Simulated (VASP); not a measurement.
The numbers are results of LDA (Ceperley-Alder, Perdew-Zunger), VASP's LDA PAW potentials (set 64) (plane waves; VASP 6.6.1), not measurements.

Input for VASP

KPOINTS:
```
kpoints
0
G
  14 14 8
0 0 0
```

### POSCAR
```
Cd
1
    1.4401372887    -2.4943921689     0.0000000000
    1.4401372887     2.4943921689     0.0000000000
   -0.0000000000    -0.0000000000     4.6595143550
Cd
2
Direct
  0.3333330000   0.6666670000   0.2500000000
  0.6666670000   0.3333330000   0.7500000000
```

### INCAR
```
# general
SYSTEM  = Cd
PREC    = Accurate
ENCUT   = 500
LREAL   = .False.
LASPH   = .True.

# electronic loop
EDIFF   = 1E-6
NELM    = 100
ALGO    = Normal
LMAXMIX = 4

# smearing
ISMEAR  = 1
SIGMA   = 0.1

# ions
IBRION  = 2
NSW     = 40
ISIF    = 3
EDIFFG  = -0.02
PSTRESS = 300

# output
LWAVE   = .False.
LCHARG  = .False.
```

POTCAR, in this order: Cd (LDA.64 set). Program: vasp_std.

Output

**OUTCAR**
```
 ion  position               nearest neighbor table
   1  0.333  0.667  0.250-   2 2.86   2 2.86   2 2.86   2 2.86   2 2.86   2 2.86
   2  0.667  0.333  0.750-   1 2.86   1 2.86   1 2.86   1 2.86   1 2.86   1 2.86
  LATTYP: Found a hexagonal cell.
 ALAT       =     2.8802756296
 C/A-ratio  =     1.6177321042
 Subroutine PRICEL returns:
 Original cell was already a primitive cell.
 Subroutine GETGRP returns: Found 24 space group operations
The static configuration has the point symmetry D_3d.
 The point group associated with its full space group is D_6h.
The dynamic configuration has the point symmetry D_3d.
 Subroutine INISYM returns: Found 24 space group operations
 Subroutine IBZKPT returns following result:
 Found    120 irreducible k-points:

 Following reciprocal coordinates:
            Coordinates               Weight
  0.000000  0.000000  0.000000      1.000000
  0.071429  0.000000  0.000000      6.000000
  0.142857 -0.000000  0.000000      6.000000
  0.214286 -0.000000  0.000000      6.000000
  0.285714 -0.000000  0.000000      6.000000
  0.357143 -0.000000  0.000000      6.000000
  0.428571 -0.000000  0.000000      6.000000
  0.500000 -0.000000  0.000000      3.000000
  0.071429  0.071429  0.000000      6.000000
  0.142857  0.071429  0.000000     12.000000
  0.214286  0.071429  0.000000     12.000000
  0.285714  0.071429  0.000000     12.000000
  0.357143  0.071429  0.000000     12.000000
  0.428571  0.071429  0.000000     12.000000
  0.142857  0.142857  0.000000      6.000000
  0.214286  0.142857  0.000000     12.000000
  0.285714  0.142857  0.000000     12.000000
  0.357143  0.142857  0.000000     12.000000
  0.428571  0.142857  0.000000      6.000000
  0.214286  0.214286  0.000000      6.000000
  0.285714  0.214286  0.000000     12.000000
  0.357143  0.214286  0.000000     12.000000
  0.285714  0.285714  0.000000      6.000000
  0.357143  0.285714  0.000000      6.000000
  0.000000  0.000000  0.125000      2.000000
  0.071429  0.000000  0.125000     12.000000
  0.142857 -0.000000  0.125000     12.000000
  0.214286 -0.000000  0.125000     12.000000
  0.285714 -0.000000  0.125000     12.000000
  0.357143 -0.000000  0.125000     12.000000
  0.428571 -0.000000  0.125000     12.000000
  0.500000 -0.000000  0.125000      6.000000
  0.071429  0.071429  0.125000     12.000000
  0.142857  0.071429  0.125000     24.000000
  0.214286  0.071429  0.125000     24.000000
  0.285714  0.071429  0.125000     24.000000
  0.357143  0.071429  0.125000     24.000000
  0.428571  0.071429  0.125000     24.000000
  0.142857  0.142857  0.125000     12.000000
  0.214286  0.142857  0.125000     24.000000
   k-points           NKPTS =    120   k-points in BZ     NKDIM =    120   number of bands    NBANDS=     16
   number of dos      NEDOS =    301   number of ions     NIONS =      2
   total plane-waves  NPLWV =  20736
   dimension x,y,z NGX =    24 NGY =   24 NGZ =   36
   dimension x,y,z NGXF=    48 NGYF=   48 NGZF=   72
   ions per type =               2
   PREC   = accura    normal or accurate (medium, high low for compatibility)
   ISTART =      0    job   : 0-new  1-cont  2-samecut
   ICHARG =      2    charge: 1-file 2-atom 10-const
   ISPIN  =      1    spin polarized calculation?
   LNONCOLLINEAR =      F non collinear calculations
   LSORBIT =      F    spin-orbit coupling
   INIWAV =      1    electr: 0-lowe 1-rand  2-diag
   ENCUT  =  500.0 eV  36.75 Ry    6.06 a.u.   5.25  5.25  8.50*2*pi/ulx,y,z
   NELM   =    100;   NELMIN=  2; NELMDL= -5     # of ELM steps
   EDIFF  = 0.1E-05   stopping-criterion for ELM
   LREAL  =      F    real-space projection
...
```

**OSZICAR**
```
...
DAV:   9    -0.268193151770E+01   -0.99299E-05   -0.22095E-05  4864   0.509E-02    0.528E-02
DAV:  10    -0.268193950116E+01   -0.79835E-05   -0.32396E-06  3608   0.203E-02    0.274E-03
DAV:  11    -0.268193942615E+01    0.75012E-07   -0.76166E-07  2496   0.133E-02
   1 F= 0.35863631E+01 E0= 0.35865628E+01  d E =0.358636E+01
       N       E                     dE             d eps       ncg     rms          rms(c)
DAV:   1    -0.853055570925E+01   -0.58486E+01   -0.12190E+02  3840   0.157E+02    0.199E+01
DAV:   2    -0.203913511013E+01    0.64914E+01   -0.17591E+01  3888   0.673E+01    0.422E+00
DAV:   3    -0.171118999066E+01    0.32795E+00   -0.80814E-01  4920   0.108E+01    0.260E+00
DAV:   4    -0.164706362584E+01    0.64126E-01   -0.37608E-02  4184   0.155E+00    0.127E+00
DAV:   5    -0.163124042001E+01    0.15823E-01   -0.11888E-02  4384   0.877E-01    0.206E-01
DAV:   6    -0.163142395222E+01   -0.18353E-03   -0.81122E-04  4600   0.292E-01    0.117E-01
DAV:   7    -0.163144618711E+01   -0.22235E-04   -0.13341E-05  4560   0.501E-02    0.122E-02
DAV:   8    -0.163144615608E+01    0.31029E-07   -0.70634E-07  2912   0.943E-03
   2 F= 0.37705531E+01 E0= 0.37706364E+01  d E =0.184190E+00
       N       E                     dE             d eps       ncg     rms          rms(c)
DAV:   1    -0.529118153877E+01   -0.36597E+01   -0.58250E+01  3840   0.117E+02    0.139E+01
DAV:   2    -0.272513678770E+01    0.25660E+01   -0.60910E+00  3944   0.389E+01    0.639E+00
DAV:   3    -0.250629478740E+01    0.21884E+00   -0.30950E-01  4624   0.826E+00    0.509E+00
DAV:   4    -0.244248488486E+01    0.63810E-01   -0.41490E-02  4520   0.231E+00    0.113E+00
DAV:   5    -0.244060896782E+01    0.18759E-02   -0.27422E-03  4288   0.449E-01    0.293E-01
DAV:   6    -0.244070966524E+01   -0.10070E-03   -0.34198E-04  4472   0.233E-01    0.747E-02
DAV:   7    -0.244069909717E+01    0.10568E-04   -0.83838E-05  4080   0.143E-01    0.103E-02
DAV:   8    -0.244069917912E+01   -0.81954E-07   -0.53592E-07  2600   0.988E-03
   3 F= 0.35348998E+01 E0= 0.35349505E+01  d E =-.514633E-01
       N       E                     dE             d eps       ncg     rms          rms(c)
DAV:   1    -0.243156943335E+01    0.91297E-02   -0.16162E-02  3848   0.188E+00    0.193E-01
DAV:   2    -0.243078918455E+01    0.78025E-03   -0.19703E-03  3912   0.717E-01    0.730E-02
DAV:   3    -0.243073406165E+01    0.55123E-04   -0.10634E-04  4704   0.143E-01    0.554E-02
DAV:   4    -0.243072272593E+01    0.11336E-04   -0.11463E-05  4128   0.299E-02    0.508E-03
DAV:   5    -0.243072271992E+01    0.60131E-08   -0.24341E-07  2160   0.639E-03
   4 F= 0.35348303E+01 E0= 0.35348758E+01  d E =-.515329E-01
       N       E                     dE             d eps       ncg     rms          rms(c)
DAV:   1    -0.242504915921E+01    0.56736E-02   -0.56884E-03  3840   0.112E+00    0.114E-01
DAV:   2    -0.242477475643E+01    0.27440E-03   -0.68975E-04  3928   0.424E-01    0.440E-02
DAV:   3    -0.242475519550E+01    0.19561E-04   -0.37302E-05  4752   0.849E-02    0.333E-02
DAV:   4    -0.242475117700E+01    0.40185E-05   -0.40842E-06  3608   0.179E-02    0.304E-03
DAV:   5    -0.242475117950E+01   -0.24997E-08   -0.12799E-07  1960   0.443E-03
   5 F= 0.35348478E+01 E0= 0.35348904E+01  d E =-.515153E-01
       N       E                     dE             d eps       ncg     rms          rms(c)
DAV:   1    -0.243818844351E+01   -0.13437E-01   -0.53201E-01  4048   0.683E+00    0.535E-01
DAV:   2    -0.243098356290E+01    0.72049E-02   -0.51018E-03  3984   0.109E+00    0.300E-01
DAV:   3    -0.242756307917E+01    0.34205E-02   -0.59225E-03  4136   0.859E-01    0.933E-02
DAV:   4    -0.242762035472E+01   -0.57276E-04   -0.57170E-04  4176   0.352E-01    0.545E-02
DAV:   5    -0.242761830282E+01    0.20519E-05   -0.44210E-06  4240   0.377E-02    0.180E-02
DAV:   6    -0.242761821470E+01    0.88120E-07   -0.86637E-07  2208   0.113E-02
   6 F= 0.35320694E+01 E0= 0.35320416E+01  d E =-.277841E-02
       N       E                     dE             d eps       ncg     rms          rms(c)
DAV:   1    -0.253388725480E+01   -0.10627E+00   -0.47966E+00  4056   0.204E+01    0.163E+00
DAV:   2    -0.246512873142E+01    0.68759E-01   -0.50325E-02  4016   0.322E+00    0.896E-01
DAV:   3    -0.243371449948E+01    0.31414E-01   -0.54782E-02  4128   0.250E+00    0.283E-01
DAV:   4    -0.243419524588E+01   -0.48075E-03   -0.48791E-03  4248   0.994E-01    0.170E-01
DAV:   5    -0.243417516545E+01    0.20080E-04   -0.21083E-05  4432   0.880E-02    0.501E-02
DAV:   6    -0.243417435664E+01    0.80881E-06   -0.50939E-06  4000   0.261E-02
   7 F= 0.35237334E+01 E0= 0.35237963E+01  d E =-.111144E-01
       N       E                     dE             d eps       ncg     rms          rms(c)
DAV:   1    -0.280936446054E+01   -0.37519E+00   -0.19016E+01  4056   0.406E+01    0.332E+00
DAV:   2    -0.251995729478E+01    0.28941E+00   -0.23143E-01  3992   0.615E+00    0.181E+00
DAV:   3    -0.238939955109E+01    0.13056E+00   -0.24079E-01  4200   0.489E+00    0.626E-01
DAV:   4    -0.239111717901E+01   -0.17176E-02   -0.17600E-02  4160   0.190E+00    0.335E-01
DAV:   5    -0.239092797138E+01    0.18921E-03   -0.40138E-04  4360   0.302E-01    0.137E-01
DAV:   6    -0.239090681943E+01    0.21152E-04   -0.78307E-05  4144   0.106E-01    0.226E-02
DAV:   7    -0.239090601978E+01    0.79966E-06   -0.43827E-06  4520   0.295E-02
   8 F= 0.35544273E+01 E0= 0.35547568E+01  d E =0.195795E-01
       N       E                     dE             d eps       ncg     rms          rms(c)
DAV:   1    -0.273112663480E+01   -0.34022E+00   -0.14193E+01  4040   0.355E+01    0.286E+00
DAV:   2    -0.252624522351E+01    0.20488E+00   -0.15315E-01  4032   0.567E+00    0.155E+00
DAV:   3    -0.243288858484E+01    0.93357E-01   -0.15775E-01  4128   0.418E+00    0.467E-01
DAV:   4    -0.243405528789E+01   -0.11667E-02   -0.13924E-02  4224   0.160E+00    0.295E-01
DAV:   5    -0.243398343954E+01    0.71848E-04   -0.55859E-05  4512   0.145E-01    0.182E-02
DAV:   6    -0.243397726678E+01    0.61728E-05   -0.22360E-05  4432   0.513E-02    0.611E-03
DAV:   7    -0.243397718247E+01    0.84307E-07   -0.12739E-06  2272   0.168E-02
   9 F= 0.35229427E+01 E0= 0.35229624E+01  d E =-.119051E-01
       N       E                     dE             d eps       ncg     rms          rms(c)
DAV:   1    -0.266033282029E+01   -0.22636E+00   -0.24588E+00  3904   0.223E+01    0.231E+00
DAV:   2    -0.255526590556E+01    0.10507E+00   -0.25822E-01  3960   0.812E+00    0.935E-01
DAV:   3    -0.254620896958E+01    0.90569E-02   -0.15230E-02  4688   0.168E+00    0.706E-01
DAV:   4    -0.254404771944E+01    0.21613E-02   -0.21783E-03  4296   0.467E-01    0.897E-02
DAV:   5    -0.254404154013E+01    0.61793E-05   -0.13324E-04  4432   0.144E-01    0.491E-02
DAV:   6    -0.254404574451E+01   -0.42044E-05   -0.15966E-05  4792   0.558E-02    0.128E-02
DAV:   7    -0.254404479875E+01    0.94576E-06   -0.61617E-06  3976   0.375E-02
  10 F= 0.35279788E+01 E0= 0.35280075E+01  d E =0.503609E-02
       N       E                     dE             d eps       ncg     rms          rms(c)
DAV:   1    -0.253207059110E+01    0.11975E-01   -0.15419E+00  3920   0.175E+01    0.176E+00
DAV:   2    -0.246455450359E+01    0.67516E-01   -0.16970E-01  3968   0.658E+00    0.654E-01
DAV:   3    -0.245901084557E+01    0.55437E-02   -0.99790E-03  4768   0.133E+00    0.481E-01
DAV:   4    -0.245782070127E+01    0.11901E-02   -0.15989E-03  4256   0.406E-01    0.612E-02
DAV:   5    -0.245782326477E+01   -0.25635E-05   -0.10580E-04  4272   0.145E-01    0.296E-02
DAV:   6    -0.245782474853E+01   -0.14838E-05   -0.38761E-06  3904   0.209E-02    0.547E-03
DAV:   7    -0.245782466089E+01    0.87645E-07   -0.53580E-07  2040   0.949E-03
  11 F= 0.35225672E+01 E0= 0.35225603E+01  d E =-.375528E-03
```

### OUTCAR
```
------------------------ aborting loop because EDIFF is reached ----------------------------------------
  FORCE on cell =-STRESS in cart. coord.  units (eV):
  Direction    XX          YY          ZZ          XY          YZ          ZX
  --------------------------------------------------------------------------------------
  Total        5.9810125      5.9810279      5.9767404      0.0000000      0.0000000      0.0000000
  in kB      300.0311370    300.0319060    299.8168309      0.0000000      0.0000000      0.0000000
  external PRESSURE =      -0.0400420 kB  Pullay stress =     300.0000000 kB
  volume of cell :       31.94
      direct lattice vectors                 reciprocal lattice vectors
     1.394367987 -2.415119293  0.000000000     0.358585398 -0.207029111  0.000000000
     1.394367987  2.415119293  0.000000000     0.358585398  0.207029111 -0.000000000
    -0.000000000  0.000000000  4.742124806    -0.000000000  0.000000000  0.210875934
 POSITION                                       TOTAL-FORCE (eV/Angst)
 -----------------------------------------------------------------------------------
      1.39437      0.80504      1.18553         0.000000     -0.000000     -0.000000
      1.39437     -0.80504      3.55659        -0.000000      0.000000      0.000000
 -----------------------------------------------------------------------------------
    total drift:                                0.000013      0.000145      0.000002
  FREE ENERGIE OF THE ION-ELECTRON SYSTEM (eV)
  ---------------------------------------------------
  free  energy   TOTEN  =        -2.4578246609 eV

  energy  without entropy=       -2.4578453057  energy(sigma->0) =       -2.45783154
  enthalpy is  TOTEN    =         3.5225671545 eV   P V=        5.9803918154

 reached required accuracy - stopping structural energy minimisation
```
(Selected blocks of OUTCAR.)

**CONTCAR**
```
Cd
   1.00000000000000
     1.3943679869987984   -2.4151192931646315    0.0000000000000000
     1.3943679869987984    2.4151192931646315    0.0000000000000000
    -0.0000000000000000    0.0000000000000000    4.7421248062245951
  Cd
     2
Direct
     0.3333330000000032    0.6666669999999968    0.2500000000000000
     0.6666669999999968    0.3333330000000032    0.7500000000000000
```

### OUTCAR
```
 val. band max:        5.7088978782   @ k =   0.1429  -0.0000   0.1250

 cond. band min:       5.7487015790   @ k =   0.2857   0.0714   0.0000


 Fermi energy:         5.7398220984

 k-point     1 :       0.0000    0.0000    0.0000
  band No.  band energies     occupation
      1      -6.1628      2.00000
      2      -6.0645      2.00000
      3      -5.0474      2.00000
      4      -4.8234      2.00000
      5      -4.8234      2.00000
      6      -4.6587      2.00000
      7      -4.6587      2.00000
      8      -4.1968      2.00000
      9      -4.1968      2.00000
     10      -3.4340      2.00000
     11      -3.4340      2.00000
     12       1.3140      2.00000
     13       4.1224      2.00000
     14      20.0516      0.00000
     15      20.6784      0.00000
     16      21.6987      0.00000

 k-point     2 :       0.0714    0.0000    0.0000
  band No.  band energies     occupation
      1      -6.0112      2.00000
      2      -5.9891      2.00000
      3      -5.0603      2.00000
      4      -4.8090      2.00000
      5      -4.7520      2.00000
      6      -4.6802      2.00000
      7      -4.5923      2.00000
      8      -4.2576      2.00000
      9      -4.2322      2.00000
     10      -3.5856      2.00000
     11      -3.4224      2.00000
     12       1.6351      2.00000
     13       4.1775      2.00000
     14      18.9838      0.00000
     15      20.3708      0.00000
     16      20.5001      0.00000

 k-point     3 :       0.1429   -0.0000    0.0000
  band No.  band energies     occupation
      1      -5.8176      2.00000
      2      -5.6197      2.00000
      3      -5.1008      2.00000
      4      -4.7802      2.00000
      5      -4.6108      2.00000
      6      -4.5477      2.00000
      7      -4.4624      2.00000
      8      -4.4026      2.00000
      9      -4.3246      2.00000
     10      -3.8942      2.00000
     11      -3.3964      2.00000
     12       2.4800      2.00000
     13       4.3583      2.00000
...
```

Energy and stress use the plane-wave basis of the starting cell.

The compound is Cd in the hcp structure. This run relaxes it under an external pressure of 30 GPa. Symmetry was kept, so distortions that lower it aren't found.
